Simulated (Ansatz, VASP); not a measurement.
**Cross-check of H3CO (liquid ethylene glycol at 300 K) between VASP and Ansatz**

One calculation is typed for both programs; each brings its own data sets. How far apart do they land? The cell is taken from a series of runs on this material, whose earlier steps may have relaxed, scaled, displaced or heated it; both programs get it as it stands.

Method: plane waves, with VASP 6.6.1 beside it; single point at PBE with D3(BJ), in Ansatz 0.2.0.

## (1) The structure

The cell holds 170 atoms: 34 O, 34 C and 102 H. Its edges and angles: a = 11.643 Å, b = 11.643 Å, c = 11.643 Å, α = 90.0°, β = 90.0°, γ = 90.0°. As first built, before any earlier steps moved the atoms (in the runner's words): 17 ethylene glycol placed at random, at 1.11 g/cm^3; overlaps pushed apart, then 10 ps at 450 K with MMFF94 bonds, angles, torsions, charges and radii (Halgren, J. Comput. Chem. 17, 490 (1996)) in harmonic and 12-6 forms. Snapshot after 20 ps at 300 K and fixed volume.

## (2) VASP: single point, PBE with D3(BJ)

With cell and atoms fixed, the geometry can't cause a difference; cores, projectors, grids and the points listed under the comparison can.

Lines of VASP's logs that name or quote its potential files are left out, and so is its time.

INCAR reads:

```
SYSTEM = H3CO
PREC = Accurate
ENCUT = 600
EDIFF = 1E-06
NELM = 120
ISMEAR = 0
SIGMA = 0.01
LREAL = Auto
ALGO = Normal
GGA = PE
IVDW = 12
NBANDS = 340
LORBIT = 11
LWAVE = .FALSE.
LCHARG = .FALSE.
ISIF = 2
LASPH = .TRUE.
GGA_COMPAT = .FALSE.
EFERMI = MIDGAP
```

POSCAR reads:

```
H3CO
1.0
   11.6434300000      0.0000000000      0.0000000000
    0.0000000000     11.6434300000      0.0000000000
    0.0000000000      0.0000000000     11.6434300000
O C H
34 34 102
Direct
    0.8366300000      0.1211100000      0.1791800000
    0.0307900000      0.0673000000      0.0132900000
    0.6782200000      0.0611500000      0.5773800000
    0.8777700000      0.9999400000      0.4426200000
    0.2245900000      0.4143100000      0.5491900000
    0.2831700000      0.6175800000      0.4032200000
    0.6389900000      0.7786800000      0.8344800000
    0.6414500000      0.9732200000      0.9648200000
    0.5557600000      0.1349300000      0.3903200000
    0.4467900000      0.2486600000      0.1844400000
    0.8090600000      0.4153300000      0.3518500000
    0.9262400000      0.5708900000      0.4835200000
    0.3672500000      0.9105000000      0.1022200000
    0.4624900000      0.1155200000      0.9889800000
    0.5157700000      0.4567100000      0.5035500000
    0.5501400000      0.6176000000      0.6981400000
    0.1049200000      0.1565000000      0.8082000000
    0.0939400000      0.3690200000      0.9468500000
    0.2507700000      0.0077400000      0.6944500000
    0.3311900000      0.2459900000      0.6606900000
    0.6976600000      0.9811100000      0.2885500000
    0.7648000000      0.7488600000      0.3483500000
    0.0216700000      0.9950600000      0.2591500000
    0.2571500000      0.9247300000      0.3156300000
    0.9150900000      0.4604800000      0.0680700000
    0.6817400000      0.5002900000      0.1622400000
    0.5385500000      0.3333600000      0.7030700000
    0.4488400000      0.5113900000      0.8704900000
    0.2556200000      0.5240500000      0.0041600000
    0.4519300000      0.6946400000      0.0319500000
[... 134 atom lines left out ...]
    0.3745400000      0.3575900000      0.2894900000
    0.2399500000      0.3417600000      0.1584600000
    0.1401500000      0.4072200000      0.2536200000
    0.0976900000      0.2035100000      0.2395600000
    0.1463800000      0.2358800000      0.3811700000
    0.2448400000      0.0708300000      0.3015800000
```

KPOINTS reads:

```
Automatic mesh
0
Gamma
1 1 1
0 0 0
```

The projector-augmented-wave data sets are O, C and H (PBE family, release 64).

The run is started by

```bash
$ export OMP_NUM_THREADS=3
$ mpirun -np 1 vasp_gam
```

Numbers of over 12 decimals in the logs are rounded to 6 here.

Log:

```text
[banner, memory and clock lines left out]
running    1 mpi-ranks, on    1 nodes
[...]
Offloading initialized ...    1 GPUs detected
[...]
LDA part: xc-table for (Slater+PW92), standard interpolation
 POSCAR, INCAR and KPOINTS ok, starting setup
[...]
entering main loop
       N       E                     dE             d eps       ncg     rms          rms(c)
DAV:   1     0.359728016162E+04    0.35973E+04   -0.25470E+05   680   0.136E+03
DAV:   2    -0.572557640157E+03   -0.41698E+04   -0.39337E+04   852   0.311E+02
DAV:   3    -0.976298538097E+03   -0.40374E+03   -0.40017E+03   848   0.993E+01
DAV:   4    -0.985073978813E+03   -0.87754E+01   -0.87381E+01   864   0.159E+01
[...]
DAV:  18    -0.913869837778E+03    0.55320E-05   -0.22475E-05   816   0.110E-02    0.616E-03
DAV:  19    -0.913869836420E+03    0.13581E-05   -0.56691E-06   840   0.574E-03    0.323E-03
DAV:  20    -0.913869835863E+03    0.55703E-06   -0.66777E-07   552   0.282E-03
   1 F= -.92166470E+03 E0= -.92166470E+03  d E =0.000000E+00
```

OUTCAR, selected parts (step 2):

```text
  FREE ENERGIE OF THE ION-ELECTRON SYSTEM (eV)
  ---------------------------------------------------
  free  energy   TOTEN  =      -921.6646969708 eV

  energy  without entropy=     -921.6646969708  energy(sigma->0) =     -921.66469697
```

The run ends at a pressure of 0.04 GPa, with forces up to 0.18 eV/Å.

## (3) Ansatz: single point, PBE with D3(BJ)

Ansatz runs on its default PAW (the set named soft_2) files.

The same cell, functional and mesh now go to Ansatz, which takes its cutoff from its data sets.

input.yaml reads:

```yaml
crystal:
  lattice:
    - [11.64343, 0.0, 0.0]
    - [0.0, 11.64343, 0.0]
    - [0.0, 0.0, 11.64343]
  atoms:
    - { symbol: O, position: [0.83663, 0.12111, 0.17918] }
    - { symbol: C, position: [0.84416, 0.15466, 0.06041] }
    - { symbol: C, position: [0.90969, 0.06726, 0.99006] }
    - { symbol: O, position: [0.03079, 0.0673, 0.01329] }
    - { symbol: H, position: [0.90735, 0.07913, 0.19994] }
    - { symbol: H, position: [0.88477, 0.23992, 0.05453] }
    - { symbol: H, position: [0.75581, 0.16044, 0.02808] }
    - { symbol: H, position: [0.90165, 0.08782, 0.89836] }
    - { symbol: H, position: [0.87302, 0.98105, 0.00394] }
    - { symbol: H, position: [0.04304, 0.05361, 0.09517] }
    - { symbol: O, position: [0.67822, 0.06115, 0.57738] }
    - { symbol: C, position: [0.78482, 0.11707, 0.59342] }
    - { symbol: C, position: [0.86274, 0.11439, 0.48812] }
    - { symbol: O, position: [0.87777, 0.99994, 0.44262] }
    - { symbol: H, position: [0.63262, 0.10177, 0.5179] }
    - { symbol: H, position: [0.82785, 0.07233, 0.66475] }
    - { symbol: H, position: [0.77392, 0.20794, 0.61938] }
    - { symbol: H, position: [0.94864, 0.14569, 0.51203] }
    - { symbol: H, position: [0.82941, 0.17079, 0.4199] }
    - { symbol: H, position: [0.80715, 0.98047, 0.39826] }
    - { symbol: O, position: [0.22459, 0.41431, 0.54919] }
    - { symbol: C, position: [0.19944, 0.53242, 0.5781] }
    - { symbol: C, position: [0.28273, 0.61805, 0.52628] }
    - { symbol: O, position: [0.28317, 0.61758, 0.40322] }
    - { symbol: H, position: [0.25605, 0.4099, 0.47081] }
    - { symbol: H, position: [0.20547, 0.5391, 0.6721] }
    - { symbol: H, position: [0.1105, 0.55189, 0.55283] }
    - { symbol: H, position: [0.36939, 0.60239, 0.56017] }
    - { symbol: H, position: [0.25472, 0.70416, 0.55283] }
    - { symbol: H, position: [0.31074, 0.5429, 0.37591] }
[... 134 atom lines left out ...]
    - { symbol: H, position: [0.37454, 0.35759, 0.28949] }
    - { symbol: H, position: [0.23995, 0.34176, 0.15846] }
    - { symbol: H, position: [0.14015, 0.40722, 0.25362] }
    - { symbol: H, position: [0.09769, 0.20351, 0.23956] }
    - { symbol: H, position: [0.14638, 0.23588, 0.38117] }
    - { symbol: H, position: [0.24484, 0.07083, 0.30158] }
kpoints:
  mp_grid: { grid: [1, 1, 1] }
hamiltonian:
  xc: pbe
  dispersion: d3bj
scf:
  occupations: { method: fixed }
output:
  forces: true
  stress: true
  populations: true
  dos:
    method: { smearing: { sigma: 0.08 } }
    de: 0.1
    projected: { site_lists: { C: [C], H: [H], O: [O] } }
  eigenvalues: true
  write_density: true
  write_potential: true
  volumetric_format: npy
  elf: true
```

The run is started by

```bash
$ ansatz run input.yaml --threads 4 --pin off --max-ram 8192MiB --backend cpu --events-out ev --progress --plain --runs-dir out
```

Log:

```text
Engine: ansatz 0.2.0, aarch64-unknown-linux-gnu
Pseudopotentials: kind: paw
Pseudopotential: O, paw, valence charge 6, recommended cutoff 420 eV (normal), O.paw.azcp
Pseudopotential: C, paw, valence charge 4, recommended cutoff 420 eV (normal), C.paw.azcp
Pseudopotential: H, paw, valence charge 1, recommended cutoff 420 eV (normal), H.paw.azcp
Functional definition: PBE
  parameter kappa = 0.804
  parameter beta = 0.066725
  exchange = pbe_x(kappa = kappa, mu = beta*pi^2/3)
  correlation = pbe_c(beta = beta)
Crystal: 170 atoms, lattice volume = 1578.494 Å³
Basis set: ecut = 420 eV, 31031 PW (Γ), exchange–correlation on 160×160×160 points (8 copies of the dense FFT grid, shifted against one another)
Bands: 391, of which v1, the nominal top of the filled ones, is band 221 counted from 1 (220 counted from 0)
Symmetry: 1 space group operations
Space group: P1 (ITA 1), of the structure as read, at distance tolerance 1.2e-4 Å
k-points: 1
Non-local potential: O, projectors of the file, l = 0: 2, l = 1: 2, l = 2: 1
Non-local potential: C, projectors of the file, l = 0: 2, l = 1: 2, l = 2: 1
Non-local potential: H, projectors of the file, l = 0: 2, l = 1: 1
PAW form: soft (Blöchl's): semilocal exchange-correlation on the pseudo side does not see the compensation charge
PAW one-centre angular grid: O, 110 points (default); XC on 64 Gauss nodes
PAW one-centre angular grid: C, 110 points (default); XC on 64 Gauss nodes
PAW one-centre angular grid: H, 110 points (default); XC on 64 Gauss nodes
Initial density: superposition of atomic densities (neutral atoms: chi_scale 0, normalization atom), corrected by the library's trained network
Initial wavefunctions: pseudopotential atomic-orbital guess
Functional: x = pbe(κ = 0.804, μ = 0.219515), c = pbe(β = 0.066725)
SCF iter   1: F=—  HF=-29453.526563 eV  |F-HF|=—  |Δ(HF+E_count)|=         —  Δρ=5.00e-3  dr2=5.51e-1  ethr=1.77e-3  ⟨swp⟩=5.0  Hψ=1314  notcnv=0  defer=167
preconditioner: auto → Resta (q_TF=auto, 2.207 Å⁻¹)  ε∞=2.3  [insulator: Δε(μ)=5.113 eV  Ē_g=17.116 eV  n_scr=256 (ndim 8)  ℏωp=19.6 eV  f_vac=0.227  ε∞_Penn≈2.3]
SCF iter   2: F=—  HF=-29453.403878 eV  |F-HF|=—  |Δ(HF+E_count)|=   1.23e-1  Δρ=2.54e-3  dr2=1.10e-1  ethr=1.25e-4  ⟨swp⟩=3.0  Hψ=658  notcnv=0  defer=168
SCF iter   3: F=—  HF=-29453.386419 eV  |F-HF|=—  |Δ(HF+E_count)|=   1.75e-2  Δρ=1.08e-3  dr2=2.56e-2  ethr=2.49e-5  ⟨swp⟩=3.0  Hψ=418  notcnv=0  defer=168
SCF iter   4: F=—  HF=-29453.384515 eV  |F-HF|=—  |Δ(HF+E_count)|=   1.90e-3  Δρ=3.31e-4  dr2=2.57e-3  ethr=5.80e-6  ⟨swp⟩=3.0  Hψ=418  notcnv=0  defer=168
SCF iter   5: F=—  HF=-29453.384785 eV  |F-HF|=—  |Δ(HF+E_count)|=   2.69e-4  Δρ=1.27e-4  dr2=2.89e-4  ethr=5.82e-7  ⟨swp⟩=2.0  Hψ=386  notcnv=0  defer=168
SCF iter   6: F=—  HF=-29453.384720 eV  |F-HF|=—  |Δ(HF+E_count)|=   6.45e-5  Δρ=5.51e-5  dr2=3.88e-5  ethr=6.53e-8  ⟨swp⟩=2.0  Hψ=448  notcnv=0  defer=168
SCF iter   7: F=—  HF=-29453.384664 eV  |F-HF|=—  |Δ(HF+E_count)|=   5.60e-5  Δρ=2.58e-5  dr2=8.77e-6  ethr=8.78e-9  ⟨swp⟩=2.0  Hψ=614  notcnv=0  defer=168
SCF iter   8: F=—  HF=-29453.384661 eV  |F-HF|=—  |Δ(HF+E_count)|=   2.87e-6  Δρ=4.86e-6  dr2=3.99e-7  ethr=1.98e-9  ⟨swp⟩=2.0  Hψ=445  notcnv=0  defer=168
SCF iter   9: F=-29453.384661 eV  HF=-29453.384661 eV  |F-HF|=7.63e-8  |Δ(HF+E_count)|=   1.14e-7  Δρ=2.57e-6  dr2=9.63e-8  ethr=2.26e-11  ⟨swp⟩=20.0  Hψ=3770  notcnv=0
SCF 1 converged in 9 iterations: F = -29453.384661 eV  dr2 = 9.63e-8
  greatest PAW one-centre occupation: 0.864 electrons in one spin orbital (limit 2), on the O atom at site 50 (counted from 0), in its partial waves of l = 0
[...]
atom 157  H     -0.00518387     0.00668794    -0.02216740
  atom 158  H      0.01288155     0.00081650    -0.00714754
  atom 159  H     -0.00926242     0.01280067    -0.00368828
  atom 160  H     -0.01344242    -0.02092626    -0.00108167
  atom 161  O     -0.01395200     0.01129425     0.01209414
  atom 162  C     -0.00097857    -0.00047725     0.00205481
  atom 163  C     -0.00287469     0.00258000    -0.00195158
  atom 164  O      0.01260712     0.00649775    -0.00302954
  atom 165  H      0.01049089    -0.01293805    -0.01656459
  atom 166  H      0.00052546    -0.00317400    -0.00173119
  atom 167  H      0.00379065    -0.00053258     0.00109843
  atom 168  H      0.00262821    -0.00336446     0.00228210
  atom 169  H     -0.00087677     0.00143465     0.00247014
  atom 170  H     -0.00634686    -0.00863619    -0.00001213
  max |Σ_I F_I| component: 1.51e-4 eV/Å
--- Stress (GPa, compression-positive) ---
        0.152886       0.019960      -0.001807
        0.019960      -0.003028      -0.102208
       -0.001807      -0.102209      -0.166058
  P = ⅓ Tr σ = -0.0054 GPa (-0.054 kbar)
--- Band table (eV) ---
  k-point 0: bands = [... 217 lower, -0.8673, -0.8334, -0.8082, -0.6484, 4.1050, 4.5048, 4.5728, 4.7329, ... 166 higher]
--- Löwdin populations: 170 sites ---
  site symbol       q [e]
     0      O      6.5033
     1      C      4.0632
     2      C      4.0652
     3      O      6.5088
     4      H      0.6349
     5      H      0.8066
     6      H      0.8015
     7      H      0.8104
     8      H      0.8164
     9      H      0.6149
    10      O      6.5383
    11      C      4.0520
    12      C      4.0728
    13      O      6.4857
    14      H      0.6249
    15      H      0.8317
    16      H      0.8223
    17      H      0.8046
    18      H      0.8234
    19      H      0.6230
    20      O      6.5159
    21      C      4.0667
    22      C      4.0635
    23      O      6.5385
[...]
162      C      4.0497
   163      O      6.5194
   164      H      0.6092
   165      H      0.8092
   166      H      0.8138
   167      H      0.8283
   168      H      0.8437
   169      H      0.6206
  spilling = 0.012508 (of n_electrons = 442.000000)
```

The column dr2 measures how far the density is from self-consistency, as an energy; F and HF (Harris–Foulkes) agree once it is small.

## (4) Side by side

Known differences besides the potentials themselves: fixed occupations in Ansatz, narrow Gaussian smearing in VASP; the cutoff is 420 eV in Ansatz and 600 eV in VASP (PREC = Accurate, projectors in real space). Total energies have different zeros and are not compared.

Both answers:

```csv
quantity,Ansatz,VASP,difference
pressure (GPa),-0.01,0.04,-0.05
gap on the k mesh (eV),4.753,4.742,+0.011
```

Forces on 7 of the 170 atoms, those with the largest forces and the largest differences (eV/Å; atoms numbered as in POSCAR):

```csv
atom,"Ansatz x, y, z","VASP x, y, z"
O11,"-0.027, -0.013, -0.009","-0.119, -0.052, -0.064"
C35,"0.000, 0.006, -0.012","-0.019, 0.060, -0.112"
C37,"0.001, 0.001, -0.003","0.120, 0.046, 0.038"
C42,"0.005, 0.010, 0.000","0.049, 0.017, -0.122"
C43,"0.004, 0.014, -0.003","0.030, 0.129, -0.032"
C45,"0.047, 0.007, -0.006","0.172, -0.008, -0.041"
C59,"-0.009, -0.002, -0.003","-0.107, 0.056, -0.051"
```

The forces differ by 49 meV/Å r.m.s., where the r.m.s. force is 0.007 eV/Å in Ansatz and 0.049 eV/Å in VASP: the atoms lie near their places of rest in Ansatz, so a percentage would say little (all taken over all components). A gap on the mesh is an upper bound, since the band edges may lie between its points.

## (5) What came out

| Property | Result |
| --- | --- |
| r.m.s. force difference (single point, PBE with D3(BJ)) | 49 meV/Å |

What this shows: The r.m.s. force difference is 49 meV/Å (single point, PBE with D3(BJ)), beyond the 12 meV/Å picked in this series as the mark of a large difference. What causes the difference of the single point, PBE with D3(BJ) pair stays open here. Such differences can come from data sets, numerical settings and the points named under the comparisons, not from the functional's error against experiment.

[Lines on the potential files, build, host, timing and source positions are cut from VASP's logs without a mark.]

[Logs are printed without paths, hosts, clocks, repeated set-up lines and the standing remarks that a program may print on its own settings, such as how far it seeks lower states.]

[Hosts, paths, dates, database ids (printed as entryN), source tags and the programs' standing remarks are cut or masked in the printed files.]

[The MMFF94 radii named for the starting cell were scaled by 0.96; in molecules described by MMFF94, hydrogen bound to N, O or S took a small fixed 12-6 site in their place.]
